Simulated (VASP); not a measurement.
Method: PBE GGA with D4 dispersion, VASP's PBE PAW potentials (set 64) (plane waves; VASP).

VASP ran on this input.

POSCAR:
```
BN
1
    1.2838257280    -2.2236516096     0.0000000000
    1.2838257280     2.2236516096     0.0000000000
    0.0000000000     0.0000000000     4.2461387934
B N
2 2
Direct
  0.6666670000   0.3333330000   0.5002134771
  0.3333330000   0.6666670000   0.0002134771
  0.6666670000   0.3333330000   0.8747865229
  0.3333330000   0.6666670000   0.3747865229
```

### INCAR
```
ALGO = Normal
EDIFF = 1E-7
EDIFFG = -0.01
ENCUT = 520
GGA = PE
IBRION = 2
ISIF = 4
ISMEAR = 0
IVDW = 13
LASPH = .TRUE.
LCHARG = .FALSE.
LREAL = .FALSE.
LWAVE = .FALSE.
NELM = 100
NSW = 30
PREC = Accurate
SIGMA = 0.05
SYSTEM = BN
```

File KPOINTS:
```
kpoints
0
gamma
  10 10 5
```

POTCAR, in this order: B N (PBE.64 set). Program: vasp_std.

Output

**OSZICAR**
```
       N       E                     dE             d eps       ncg     rms          rms(c)
DAV:   1     0.484079499161E+02    0.48408E+02   -0.87216E+03  1008   0.129E+03
DAV:   2    -0.343118689072E+02   -0.82720E+02   -0.77631E+02  1444   0.267E+02
DAV:   3    -0.366800720298E+02   -0.23682E+01   -0.23595E+01  1340   0.457E+01
DAV:   4    -0.366928192311E+02   -0.12747E-01   -0.12741E-01  1224   0.354E+00
DAV:   5    -0.366929764814E+02   -0.15725E-03   -0.15720E-03  1320   0.362E-01    0.929E+00
DAV:   6    -0.349820869443E+02    0.17109E+01   -0.48043E+00  1240   0.180E+01    0.444E+00
DAV:   7    -0.348558023315E+02    0.12628E+00   -0.21119E-01  1208   0.454E+00    0.268E+00
DAV:   8    -0.348279140618E+02    0.27888E-01   -0.71191E-02  1080   0.249E+00    0.221E-01
DAV:   9    -0.348270918397E+02    0.82222E-03   -0.21020E-03  1308   0.479E-01    0.118E-01
DAV:  10    -0.348273367334E+02   -0.24489E-03   -0.41358E-04  1160   0.200E-01    0.267E-02
DAV:  11    -0.348273420396E+02   -0.53062E-05   -0.71916E-05  1288   0.735E-02    0.134E-02
DAV:  12    -0.348273430478E+02   -0.10082E-05   -0.98855E-06  1260   0.309E-02    0.224E-03
DAV:  13    -0.348273432025E+02   -0.15469E-06   -0.23874E-07  1040   0.556E-03    0.560E-04
DAV:  14    -0.348273432112E+02   -0.86752E-08   -0.15380E-08   672   0.143E-03
   1 F= -.35759346E+02 E0= -.35759346E+02  d E =-.357593E+02
       N       E                     dE             d eps       ncg     rms          rms(c)
DAV:   1    -0.348273255461E+02    0.17656E-04   -0.61573E-03  1128   0.752E-01    0.143E-02
DAV:   2    -0.348273323394E+02   -0.67933E-05   -0.83110E-05  1272   0.880E-02    0.879E-03
DAV:   3    -0.348273312860E+02    0.10534E-05   -0.14540E-06  1256   0.136E-02    0.351E-03
DAV:   4    -0.348273312519E+02    0.34102E-07   -0.79998E-07  1308   0.860E-03
   2 F= -.35759341E+02 E0= -.35759341E+02  d E =0.534176E-05
       N       E                     dE             d eps       ncg     rms          rms(c)
DAV:   1    -0.348273506219E+02   -0.19336E-04   -0.18557E-03  1124   0.412E-01    0.763E-03
DAV:   2    -0.348273527068E+02   -0.20850E-05   -0.24944E-05  1276   0.482E-02    0.476E-03
DAV:   3    -0.348273523726E+02    0.33425E-06   -0.40802E-07  1244   0.716E-03    0.196E-03
DAV:   4    -0.348273523412E+02    0.31326E-07   -0.22943E-07  1144   0.467E-03
   3 F= -.35759358E+02 E0= -.35759358E+02  d E =-.120932E-04
```

**OUTCAR**
```
------------------------ aborting loop because EDIFF is reached ----------------------------------------
  Edisp (eV):   -0.93201
  FORCE on cell =-STRESS in cart. coord.  units (eV):
  Direction    XX          YY          ZZ          XY          YZ          ZX
  --------------------------------------------------------------------------------------
  Total      -1.62919    -1.62919    -1.63237     0.00000    -0.00000     0.00000
  in kB    -107.66749  -107.66751  -107.87801     0.00000    -0.00000     0.00000
  external pressure =     -107.74 kB  Pullay stress =        0.00 kB
  volume of cell :       24.24
      direct lattice vectors                 reciprocal lattice vectors
     1.283861693 -2.223713899  0.000000000     0.389450050 -0.224849069  0.000000000
     1.283861693  2.223713899 -0.000000000     0.389450050  0.224849069 -0.000000000
     0.000000000  0.000000000  4.245900908     0.000000000  0.000000000  0.235521276
  FREE ENERGIE OF THE ION-ELECTRON SYSTEM (eV)
  ---------------------------------------------------
  free  energy   TOTEN  =       -35.7593584403 eV

  energy  without entropy=      -35.7593584403  energy(sigma->0) =      -35.75935844

 reached required accuracy - stopping structural energy minimisation
```
(Selected blocks of OUTCAR.)

File CONTCAR:
```
BN
   1.00000000000000
     1.2838616930835369   -2.2237138990801859    0.0000000000000000
     1.2838616930835369    2.2237138990801859   -0.0000000000000000
     0.0000000000000000    0.0000000000000000    4.2459009082055665
  B               N
     2     2
Direct
     0.6666669999999968    0.3333330000000032    0.5001284894146967
     0.3333330000000032    0.6666669999999968    0.0001284894146967
     0.6666669999999968    0.3333330000000032    0.8748715105853033
     0.3333330000000032    0.6666669999999968    0.3748715105853033
```

**OUTCAR**
```
 val. band max:        7.2368337474   @ k =   0.0000   0.0000   0.0000

 cond. band min:      12.6667460886   @ k =   0.3000   0.3000   0.0000


 Fermi energy:         7.4793897060

 k-point     1 :       0.0000    0.0000    0.0000
  band No.  band energies     occupation
      1     -12.8710      2.00000
      2      -8.8338      2.00000
      3      -3.4339      2.00000
      4       5.1671      2.00000
      5       5.1672      2.00000
      6       6.9885      2.00000
      7       7.2368      2.00000
      8       7.2368      2.00000
      9      15.5096      0.00000
     10      15.5096      0.00000
     11      15.6980      0.00000
     12      16.4571      0.00000

 k-point     2 :       0.1000   -0.0000    0.0000
  band No.  band energies     occupation
      1     -12.6581      2.00000
      2      -8.6722      2.00000
      3      -3.2223      2.00000
      4       4.2119      2.00000
      5       4.7831      2.00000
      6       6.4386      2.00000
      7       6.7795      2.00000
      8       7.0163      2.00000
      9      15.1719      0.00000
     10      15.9248      0.00000
     11      16.0267      0.00000
     12      17.1447      0.00000

 k-point     3 :       0.2000   -0.0000    0.0000
  band No.  band energies     occupation
      1     -12.0300      2.00000
      2      -8.2222      2.00000
      3      -2.6003      2.00000
      4       2.0829      2.00000
      5       3.9537      2.00000
      6       4.5942      2.00000
      7       6.1481      2.00000
      8       6.4489      2.00000
      9      14.6723      0.00000
     10      16.4529      0.00000
     11      16.8080      0.00000
     12      17.9141      0.00000

 k-point     4 :       0.3000   -0.0000    0.0000
  band No.  band energies     occupation
      1     -11.0281      2.00000
      2      -7.6357      2.00000
      3      -1.6176      2.00000
      4      -0.1713      2.00000
      5       2.4741      2.00000
      6       3.1356      2.00000
...
```

The compound is BN in the wurtzite structure, a metastable high-pressure form. This cell is one point of a volume scan, at 1.03 of the reference volume. Symmetry was kept, so distortions that lower it aren't found.
